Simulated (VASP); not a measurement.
A run of VASP 6.6.1 is set up as follows.

File INCAR:

```
PREC     = Accurate       # precision mode
ENCUT    = 520            # plane-wave cutoff, eV
EDIFF    = 1E-6           # SCF threshold, eV
ISMEAR   = -1             # smearing method
SIGMA    = 0.02           # smearing width, eV
LREAL    = Auto         
LASPH    = True           # aspherical terms in the spheres
NELM     = 100            # most SCF steps
ALGO     = Normal         # electronic algorithm
ISIF     = 2              # what is computed and relaxed
LWAVE    = False          # write WAVECAR
LCHARG   = True           # write CHGCAR
GGA      = PE             # functional
IVDW     = 12             # dispersion correction
LELF     = True           # ELF
LVHAR    = True         
NBANDS   = 38             # bands
```

The input KPOINTS:

```
regular mesh
0
Gamma
  1 1 1
```

POSCAR

```
H8SO6
1.0
    5.5891800000      0.0000000000      0.0000000000
    0.0000000000      5.5891800000      0.0000000000
    0.0000000000      0.0000000000      5.5891800000
O H S
6 8 1
Direct
    0.8494984953      0.0501683610      0.3173631910
    0.2496072769      0.1626893390      0.6090159916
    0.3925083823      0.7402338089      0.3587288296
    0.4665263956      0.2917064757      1.0443213495
    0.6117713153      0.8270980716      0.8461706368
    0.9492984660      0.5268751409      0.7863944264
    0.9674048787      0.1608822761      0.3674063100
    0.7679838545     -0.0237065187      0.4716076419
    0.2660139770      0.2139312028      0.7731903428
    0.2726339105     -0.0209690867      0.6261741436
    0.2746198906      0.7791661746      0.2419317324
    0.3124966453      0.6567331881      0.4854916106
    0.4450384493      0.3526098641      1.2136842972
    0.5721769562      0.1665002737      1.0761328138
    0.7795955757      0.6533516544      0.9476166450
```

Potentials or basis: VASP PAW PBE potentials, release 64 (O, H, S).

The run is started by

```console
$ cat potpaw_PBE.64/O/POTCAR potpaw_PBE.64/H/POTCAR potpaw_PBE.64/S/POTCAR > POTCAR
$ mpirun -np 1 vasp_gam > vasp.out
```

Question: What does it give for the dispersion energy per atom?

Answer: -0.046 eV.

Question: What does it give for the pressure?

Answer: -1.8 GPa.

Question: Estimate the largest force.

Answer: 3.745 eV/Å.

Forces on the atoms (eV/Å):
```
O   -2.675 -2.365  1.129
O    0.001 -2.654 -0.218
O    1.247 -0.174  0.128
O   -1.615  2.501  1.346
O    0.493 -0.491 -0.238
O   -1.134  1.129  0.736
H    1.189  0.835  1.101
H    1.344  1.381 -2.378
H    0.122  0.484  0.589
H   -0.031  2.615 -0.604
H   -0.908  0.297 -0.594
H   -0.520 -0.612  0.488
H   -0.096 -0.122 -1.355
H    1.849 -2.124  0.272
S    0.736 -0.700 -0.402
```
